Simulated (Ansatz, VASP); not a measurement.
# NaCl: VASP beside Ansatz

Aim: how closely do two programs agree when they are given the same cell, functional and k mesh? The cell is taken from a series of runs on this material, whose earlier steps may have relaxed, scaled, displaced or heated it; both programs get it as it stands.

Calculated with Ansatz 0.2.0; plane waves, with VASP 6.6.1 beside it; elastic constants at LDA.

## Step 1: Set-up

The structure is cubic, space group Fm-3m (No. 225). Conventional cell: a = 5.467 Å, b = 5.467 Å, c = 5.467 Å, α = 90.00°, β = 90.00°, γ = 90.00°. Na has 6 Cl at 2.73 Å nearest. Nearest to Cl lie 6 Na at 2.73 Å. Farther neighbours and most contacts between anions are not listed.

Structure file:

```cif
data_structure
_symmetry_space_group_name_H-M 'P 1'
_symmetry_Int_Tables_number 1
_cell_length_a 3.8655
_cell_length_b 3.8655
_cell_length_c 3.8655
_cell_angle_alpha 60.000
_cell_angle_beta 60.000
_cell_angle_gamma 60.000
_cell_volume 40.84
loop_
_atom_site_label
_atom_site_type_symbol
_atom_site_fract_x
_atom_site_fract_y
_atom_site_fract_z
_atom_site_occupancy
Na1 Na 0.00000 0.00000 0.00000 1
Cl2 Cl 0.50000 0.50000 0.50000 1
```

## Step 2: Ansatz: elastic constants, LDA

Ansatz runs on its default PAW (the set named soft_2) files.

Elastic constants are differences of stresses under small strains, so they test the stress and the mesh.

Contents of input.yaml:

```yaml
crystal:
  lattice:
    - [0.0, 2.7333075092, 2.7333075092]
    - [2.7333075092, 0.0, 2.7333075092]
    - [2.7333075092, 2.7333075092, 0.0]
  atoms:
    - { symbol: Na, position: [0.0, 0.0, 0.0] }
    - { symbol: Cl, position: [0.5, 0.5, 0.5] }
kpoints:
  mp_grid: { grid: [4, 4, 4] }
hamiltonian:
  xc: lda
scf:
  occupations: { method: gaussian, width: 0.02 }
output:
  forces: true
  stress: true
  eigenvalues: true
elastic:
  mode: relaxed_ion
  stencil: two_point
```

The run is started by

```console
> ansatz run input.yaml --threads 4 --pin off --max-ram 8192MiB --backend cpu --events-out ev --progress --plain --runs-dir out
```

Numbers of over 12 decimals in the logs are rounded to 6 here.

The program printed:

```text
Engine: ansatz 0.2.0, aarch64-unknown-linux-gnu
Pseudopotentials: kind: paw
Pseudopotential: Na, paw, valence charge 9, recommended cutoff 420 eV (normal), Na.paw.azcp
Pseudopotential: Cl, paw, valence charge 7, recommended cutoff 420 eV (normal), Cl.paw.azcp
Functional definition: SPW92
  exchange = slater_x
  correlation = pw_c
Crystal: 2 atoms, lattice volume = 40.841 Å³
Basis set: ecut = 420 eV, 821 PW (Γ)
Bands: 12, of which v1, the nominal top of the filled ones, is band 8 counted from 1 (7 counted from 0)
Symmetry: 48 space group operations
Space group: Fm-3m (ITA 225), of the structure as read, at distance tolerance 3.4e-5 Å
k-points: 8 of 64
Non-local potential: Na, projectors of the file, l = 0: 3, l = 1: 2, l = 2: 1
Non-local potential: Cl, projectors of the file, l = 0: 2, l = 1: 2, l = 2: 2
PAW form: soft (Blöchl's): semilocal exchange-correlation on the pseudo side does not see the compensation charge
PAW frozen core: Na, regenerated for the run's functional, and the local potential with it (the file was generated under x = pbe(κ = 0.804, μ = 0.219515), c = pbe(β = 0.066725))
PAW frozen core: Cl, regenerated for the run's functional, and the local potential with it (the file was generated under x = pbe(κ = 0.804, μ = 0.219515), c = pbe(β = 0.066725))
PAW one-centre angular grid: Na, 110 points (default); XC on 64 Gauss nodes
PAW one-centre angular grid: Cl, 110 points (default); XC on 64 Gauss nodes
Initial density: superposition of atomic densities (neutral atoms: chi_scale 0, normalization atom), corrected by the library's trained network
Initial wavefunctions: pseudopotential atomic-orbital guess
Functional: x = slater, c = lda
SCF iter   1: F=—  HF=-2514.339043 eV  |F-HF|=—  |Δ(HF+E_count)|=         —  Δρ=7.60e-3  dr2=1.56e-2  ethr=1.77e-3  ⟨swp⟩=6.0  Hψ=574  notcnv=0
preconditioner: auto → none  [insulator: Δε(μ)=4.973 eV  Ē_g=20.818 eV  σ=0.020 eV  W_gap=1.00  n_scr=14 (ndim 8)  ℏωp=21.7 eV  f_vac=0.012  D(μ)=0.00/eV (n_scr^D=0)  ε∞_Penn≈2.1]
SCF iter   2: F=—  HF=-2514.329590 eV  |F-HF|=—  |Δ(HF+E_count)|=   9.45e-3  Δρ=2.73e-3  dr2=2.48e-3  ethr=9.73e-5  ⟨swp⟩=2.1  Hψ=249  notcnv=0
SCF iter   3: F=—  HF=-2514.328876 eV  |F-HF|=—  |Δ(HF+E_count)|=   7.15e-4  Δρ=9.46e-4  dr2=3.21e-4  ethr=1.55e-5  ⟨swp⟩=2.0  Hψ=152  notcnv=0
SCF iter   4: F=—  HF=-2514.328761 eV  |F-HF|=—  |Δ(HF+E_count)|=   1.15e-4  Δρ=2.19e-4  dr2=1.63e-5  ethr=2.01e-6  ⟨swp⟩=2.0  Hψ=127  notcnv=0
SCF iter   5: F=—  HF=-2514.328757 eV  |F-HF|=—  |Δ(HF+E_count)|=   4.19e-6  Δρ=7.42e-5  dr2=2.58e-6  ethr=1.02e-7  ⟨swp⟩=1.0  Hψ=96  notcnv=0
SCF iter   6: F=—  HF=-2514.328751 eV  |F-HF|=—  |Δ(HF+E_count)|=   5.56e-6  Δρ=8.94e-6  dr2=3.04e-8  ethr=1.61e-8  ⟨swp⟩=2.1  Hψ=117  notcnv=0
SCF iter   7: F=—  HF=-2514.328758 eV  |F-HF|=—  |Δ(HF+E_count)|=   6.69e-6  Δρ=1.02e-6  dr2=2.11e-10  ethr=1.90e-10  ⟨swp⟩=2.0  Hψ=124  notcnv=0
SCF iter   8: F=—  HF=-2514.328758 eV  |F-HF|=—  |Δ(HF+E_count)|=  3.77e-11  Δρ=1.25e-7  dr2=6.50e-12  ethr=1.32e-12  ⟨swp⟩=2.1  Hψ=137  notcnv=0
SCF iter   9: F=-2514.328758 eV  HF=-2514.328758 eV  |F-HF|=0.00e0  |Δ(HF+E_count)|=  2.73e-12  Δρ=6.69e-9  dr2=2.14e-14  ethr=1.00e-12  ⟨swp⟩=3.0  Hψ=378  notcnv=0
SCF 1 converged in 9 iterations: F = -2514.328758 eV  dr2 = 2.14e-14
  greatest PAW one-centre occupation: 0.999 electrons in one spin orbital (limit 2), on the Na atom at site 0 (counted from 0), in its partial waves of l = 0
Crystal: 2 atoms, lattice volume = 40.759 Å³
Symmetry: 16 space group operations
k-points: 13 of 64
Initial density: handed on by an earlier stage of this run
Initial wavefunctions: those handed on with the density
iter 1 solved again at ethr=2.70e-8 eV; its pass at ethr=3.10e-3 eV (dr2=4.31e-6 eV) is discarded
[...]
preconditioner: auto → none  [insulator: Δε(μ)=5.073 eV  Ē_g=20.934 eV  σ=0.020 eV  W_gap=1.00  n_scr=14 (ndim 8)  ℏωp=21.8 eV  f_vac=0.006  D(μ)=0.00/eV (n_scr^D=0)  ε∞_Penn≈2.1]
[...]
SCF 2 converged in 7 iterations: F = -2514.328725 eV  dr2 = 1.31e-14
Crystal: 2 atoms, lattice volume = 40.923 Å³
[...]
preconditioner: auto → none  [insulator: Δε(μ)=5.056 eV  Ē_g=20.918 eV  σ=0.020 eV  W_gap=1.00  n_scr=14 (ndim 8)  ℏωp=21.7 eV  f_vac=0.006  D(μ)=0.00/eV (n_scr^D=0)  ε∞_Penn≈2.1]
[...]
SCF 3 converged in 4 iterations: F = -2514.328721 eV  dr2 = 6.78e-14
Symmetry: 8 space group operations
k-points: 18 of 64
[...]
SCF iter   1: F=—  HF=-2514.328751 eV  |F-HF|=—  |Δ(HF+E_count)|=         —  Δρ=5.68e-5  dr2=4.29e-7  ethr=1.34e-8  ⟨swp⟩=3.0  Hψ=1554  notcnv=0
preconditioner: auto → none  [insulator: Δε(μ)=5.062 eV  Ē_g=20.925 eV  σ=0.020 eV  W_gap=1.00  n_scr=14 (ndim 8)  ℏωp=21.7 eV  f_vac=0.006  D(μ)=0.00/eV (n_scr^D=0)  ε∞_Penn≈2.1]
SCF iter   2: F=—  HF=-2514.328751 eV  |F-HF|=—  |Δ(HF+E_count)|=   7.56e-8  Δρ=2.82e-5  dr2=1.08e-7  ethr=2.68e-9  ⟨swp⟩=1.0  Hψ=216  notcnv=0
SCF iter   3: F=—  HF=-2514.328751 eV  |F-HF|=—  |Δ(HF+E_count)|=   3.21e-8  Δρ=3.16e-7  dr2=3.69e-11  ethr=6.75e-10  ⟨swp⟩=1.0  Hψ=216  notcnv=0
SCF iter   4: F=—  HF=-2514.328751 eV  |F-HF|=—  |Δ(HF+E_count)|=  2.35e-10  Δρ=1.65e-7  dr2=1.30e-11  ethr=2.31e-13 (applied; sched 1.00e-12)  ⟨swp⟩=2.1  Hψ=361  notcnv=0
SCF iter   5: F=—  HF=-2514.328751 eV  |F-HF|=—  |Δ(HF+E_count)|=  5.00e-12  Δρ=3.41e-8  dr2=1.41e-13  ethr=8.14e-14 (applied; sched 1.00e-12)  ⟨swp⟩=2.0  Hψ=283  notcnv=0
SCF iter   6: F=-2514.328751 eV  HF=-2514.328751 eV  |F-HF|=9.09e-13  |Δ(HF+E_count)|=  1.36e-12  Δρ=4.42e-9  dr2=2.83e-15  ethr=1.00e-12  ⟨swp⟩=4.0  Hψ=630  notcnv=0
SCF 4 converged in 6 iterations: F = -2514.328751 eV  dr2 = 2.83e-15
iter 1 solved again at ethr=1.00e-12 eV; its pass at ethr=3.10e-3 eV (dr2=2.89e-11 eV) is discarded
SCF iter   1: F=—  HF=-2514.328751 eV  |F-HF|=—  |Δ(HF+E_count)|=         —  Δρ=5.36e-7  dr2=1.45e-11  ethr=1.00e-12  ⟨swp⟩=2.3  Hψ=1515  notcnv=0
SCF iter   2: F=—  HF=-2514.328751 eV  |F-HF|=—  |Δ(HF+E_count)|=  1.09e-11  Δρ=2.66e-7  dr2=3.52e-12  ethr=9.07e-14 (applied; sched 1.00e-12)  ⟨swp⟩=1.0  Hψ=216  notcnv=0
SCF iter   3: F=-2514.328751 eV  HF=-2514.328751 eV  |F-HF|=0.00e0  |Δ(HF+E_count)|=  4.55e-12  Δρ=1.17e-8  dr2=2.93e-14  ethr=1.00e-12  ⟨swp⟩=3.0  Hψ=729  notcnv=0
SCF 5 converged in 3 iterations: F = -2514.328751 eV  dr2 = 2.93e-14
SCF converged after 9 iterations
Free energy (F): -2514.328758 eV
Harris-Foulkes:  -2514.328758 eV  (|F-HF|=0.00e0)
Internal energy: -2514.328758 eV  (E = F + TS)
E sigma→0 (E₀):  -2514.328758 eV
Fermi energy:    4.158760 eV
--- Per-component energies (eV) ---
  E_band       = -225.112911
  E_kinetic    = 283.215020
  E_local      = -1483.682158  (includes V_loc(G=0)·N_el)
  E_nonlocal   = 146.948219
  E_hartree    = 519.580730
  E_xc         = -144.903161
  E_vxc        = -172.202898  (∫ρ·V_xc dr)
  E_paw        = -869.973188  (= ΣΔE_a)
  E_vpaw       = -38.552644  (= ΣTr[D̂ρ^β])
  E_aug_tail   = 0.000094  (compensation charges beyond the density's cutoff)
  E_ewald      = -965.845695
  E_core_change = 0.331382  (= ΣΔE_core)
  E_smearing   = -0.000000  (= −TS)
  E_closure    = -0.000000  (closes the sum)
  Σ components = -2514.328758   (vs F -2514.328758, Δ=0.00e0)
--- Forces (eV/Å), atoms counted from 1 ---
  atom   1  Na    -0.00000000     0.00000000     0.00000000
  atom   2  Cl     0.00000000    -0.00000000    -0.00000000
  max |Σ_I F_I| component: 1.10e-29 eV/Å
--- Stress (GPa, compression-positive) ---
       -0.004064       0.000000      -0.000000
       -0.000000      -0.004064      -0.000000
       -0.000000       0.000000      -0.004064
  P = ⅓ Tr σ = -0.0041 GPa (-0.041 kbar)
--- Band table (eV; the first three rows and the last of 8) ---
  k-point 0: bands = [... 4 lower, -11.2159, 1.6258, 1.6258, 1.6258, 6.6917, 12.4517, 12.4517, 12.4517]
  k-point 1: bands = [... 4 lower, -10.9938, 0.2926, 1.4535, 1.4535, 8.2248, 11.5005, 12.8135, 12.8135]
  k-point 2: bands = [... 4 lower, -10.7543, -0.6995, 1.2934, 1.2934, 8.6572, 12.4226, 12.4226, 12.6667]
  k-point 7: bands = [... 4 lower, -10.6740, 0.1778, 0.1778, 0.6991, 10.4585, 11.2034, 11.2034, 13.0324]
--- Elastic constants: 2 strain directions × 2 members + reference (group order 48) ---
  dense FFT box of the reference and of every strained cell: 27×27×27
  strains applied: 11, 23; error gains: componentwise 1.00 (the most a stress slope's error grows in a printed constant), spectral 1.73 (1 for all six strains in a standard setting)
  C = ∂σ_k/∂η_j (tension-positive GPa; Voigt order 11 22 33 23 13 12):
        69.818     13.101     13.101      0.000     -0.000      0.000
        13.101     69.818     13.101      0.000      0.000     -0.000
        13.101     13.101     69.818      0.000     -0.000     -0.000
        -0.000      0.000      0.000     13.084     -0.000      0.000
        -0.000      0.000      0.000     -0.000     13.084      0.000
        -0.000      0.000     -0.000     -0.000      0.000     13.084
  reference stress σ⁰ (GPa):      0.004      0.004      0.004      0.000      0.000     -0.000
  C* (energy form; C + prestress term) asymmetry max|C*_kj − C*_jk| = 1.776e-15 GPa — a small one proves nothing (zero by symmetry where the batch's group is 432, −43m or m−3m); a large one is finite-difference/SCF noise where every solve meets its electron count
  moduli (Voigt/Reuss/Hill, GPa): K = 32.01/32.01/32.01   G = 19.19/16.68/17.94   E = 45.34   ν = 0.264
  mechanically stable: yes (min eigenvalue of sym C = 13.08 GPa)
  strain η (Voigt 11):  stress-route row diagonal C_11 = 69.82 GPa, energy-path curvature d²(F+E_count+ΔE)/dδ²/Ω₀ = 69.81 GPa
         δ    σ_11 (GPa)             F (eV)   n_scf  n_hpsi   n_pw
    -2.000e-3      -0.1374       -2514.3287248       7    2855    821   relax 0 steps, max|allowed force component| 1.21e-30 eV/Å
     2.000e-3       0.1419       -2514.3287205       4    2293    821   relax 0 steps, max|allowed force component| 3.94e-31 eV/Å
  strain η (Voigt 23):  stress-route row diagonal C_44 = 13.08 GPa, energy-path curvature d²(F+E_count+ΔE)/dδ²/Ω₀ = 13.10 GPa
         δ    σ_23 (GPa)             F (eV)   n_scf  n_hpsi   n_pw
    -2.000e-3      -0.0262       -2514.3287515       6    3478    821   relax 0 steps, max|allowed force component| 2.01e-29 eV/Å
     2.000e-3       0.0262       -2514.3287515       3    2676    821   relax 0 steps, max|allowed force component| 1.54e-29 eV/Å
```

Reading the cycles: dr2 is the Hartree energy of the density residual (eV), the measure of convergence; HF is the Harris–Foulkes estimate of the energy, which meets the free energy F at convergence.

(Continued in part 2 of 2.)

[Lines on the potential files, build, host, timing and source positions are cut from VASP's logs without a mark.]

[Logs are printed without paths, hosts, clocks, repeated set-up lines and the standing remarks that a program may print on its own settings, such as how far it seeks lower states.]

[Hosts, paths, dates, database ids (printed as entryN), source tags and the programs' standing remarks are cut or masked in the printed files.]
